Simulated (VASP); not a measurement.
```
Mg26S27
1.0
    0.00000     7.83395     7.83395
    7.83395     0.00000     7.83395
    7.83395     7.83395     0.00000
Mg S
26 27
Direct
  0.00000   0.00000   0.00000
  0.00000   0.00000   0.33333
  0.00000   0.00000   0.66667
  0.00000   0.33333   0.00000
  0.00000   0.33333   0.33333
  0.00000   0.33333   0.66667
  0.00000   0.66667   0.00000
  0.00000   0.66667   0.33333
  0.00000   0.66667   0.66667
  0.33333   0.00000   0.00000
  0.33333   0.00000   0.33333
  0.33333   0.00000   0.66667
  0.33333   0.33333   0.00000
  0.33333   0.33333   0.33333
  0.33333   0.66667   0.00000
  0.33333   0.66667   0.33333
  0.33333   0.66667   0.66667
  0.66667   0.00000   0.00000
  0.66667   0.00000   0.33333
  0.66667   0.00000   0.66667
  0.66667   0.33333   0.00000
  0.66667   0.33333   0.33333
  0.66667   0.33333   0.66667
  0.66667   0.66667   0.00000
  0.66667   0.66667   0.33333
  0.66667   0.66667   0.66667
  0.16667   0.16667   0.16667
  0.16667   0.16667   0.50000
  0.16672   0.16236   0.83837
  0.16667   0.50000   0.16667
  0.16516   0.49804   0.50659
  0.16706   0.50223   0.83712
  0.16667   0.83333   0.16667
  0.16667   0.83333   0.50000
  0.16667   0.83333   0.83333
  0.50000   0.16667   0.16667
  0.49855   0.16226   0.49966
  0.50277   0.16809   0.83620
  0.50000   0.50000   0.16667
  0.49809   0.50448   0.49822
  0.50000   0.50000   0.83333
  0.50000   0.83333   0.16667
  0.50000   0.83333   0.50000
  0.50000   0.83333   0.83333
  0.83333   0.16667   0.16667
  0.83333   0.16667   0.50000
  0.83333   0.16667   0.83333
  0.83333   0.50000   0.16667
  0.83333   0.50000   0.50000
  0.83333   0.50000   0.83333
  0.83333   0.83333   0.16667
  0.83333   0.83333   0.50000
  0.83333   0.83333   0.83333
```

The numbers are results of PBE GGA, VASP's PBE PAW potentials (set 64) (plane waves; VASP), not measurements. Settings: PREC = Normal, LREAL = Auto, ISYM = 0, EDIFF = 1E-5, 400 eV cut-off, 1×1×1 Γ-centred mesh, Gaussian smearing of 0.050 eV, potentials Mg S.

The supercell is sampled at Γ alone, which is coarse: total energies, pressure and levels can be off, energies of defects by several tenths of an eV.

### Question
The ions are relaxed. What does this cell relax into?

### Answer

```
Mg26S27
1.0
    0.00000     7.83395     7.83395
    7.83395     0.00000     7.83395
    7.83395     7.83395     0.00000
Mg S
26 27
Direct
  0.00011   0.99986   0.00040
  0.99936   0.99951   0.33293
  0.99932   0.99967   0.66816
  0.00589   0.33335   0.99453
  0.99934   0.33490   0.33296
  0.00584   0.33284   0.66743
  0.99993   0.66675   0.00040
  0.00047   0.66586   0.33449
  0.00575   0.66088   0.66737
  0.33371   0.00572   0.99451
  0.33476   0.99953   0.33300
  0.33313   0.00552   0.66711
  0.33349   0.33343   0.99469
  0.33309   0.33320   0.33973
  0.33182   0.66722   0.00066
  0.33306   0.66093   0.33938
  0.33326   0.66100   0.66682
  0.66680   0.00017   0.99996
  0.66661   0.99983   0.33356
  0.66071   0.00592   0.66696
  0.66715   0.33187   0.00068
  0.66039   0.33326   0.33940
  0.66096   0.33364   0.66659
  0.66713   0.66706   0.00073
  0.66647   0.66653   0.33343
  0.66731   0.66722   0.66521
  0.16654   0.16655   0.16733
  0.16627   0.16638   0.50032
  0.15967   0.15911   0.84130
  0.16812   0.49845   0.16739
  0.15980   0.50629   0.49437
  0.15950   0.50732   0.84130
  0.16811   0.83292   0.16734
  0.16630   0.83383   0.50017
  0.16824   0.83343   0.83199
  0.49851   0.16820   0.16689
  0.50695   0.15900   0.49324
  0.50735   0.15993   0.84059
  0.49973   0.50018   0.16655
  0.50679   0.50732   0.49296
  0.50029   0.50031   0.83348
  0.49846   0.83343   0.16667
  0.49850   0.83321   0.50151
  0.50034   0.83292   0.83372
  0.83313   0.16808   0.16699
  0.83320   0.16683   0.49975
  0.83358   0.16824   0.83193
  0.83313   0.49850   0.16689
  0.83335   0.49845   0.50167
  0.83300   0.50004   0.83395
  0.83354   0.83307   0.16663
  0.83343   0.83305   0.50166
  0.83333   0.83345   0.83184
```

### Question
How much energy does the relaxation gain?

### Answer
The energy (σ→0) changes by -5.6 meV/atom, in 10 ionic steps.

| step | E(σ→0) (eV) | max force (eV/Å) | pressure (GPa) | volume (Å³) |
|---|---|---|---|---|
| 1 | -216.8591 | 0.669 | 1.15 | 961.55 |
| 2 | -216.9989 | 0.523 | 1.25 | 961.55 |
| 3 | -217.1100 | 0.256 | 1.42 | 961.55 |
| 4 | -217.1107 | 0.231 | 1.40 | 961.55 |
| 5 | -217.1395 | 0.133 | 1.40 | 961.55 |
| 6 | -217.1504 | 0.071 | 1.41 | 961.55 |
| 7 | -217.1533 | 0.047 | 1.41 | 961.55 |
| 8 | -217.1545 | 0.033 | 1.42 | 961.55 |
| 9 | -217.1545 | 0.036 | 1.42 | 961.55 |
| 10 | -217.1549 | 0.019 | 1.42 | 961.55 |

The cell is a supercell with a defect, built from a database entry that may be metastable or hypothetical: vac_Mg. The run is not spin-polarised, so no state with unpaired spins was tried.
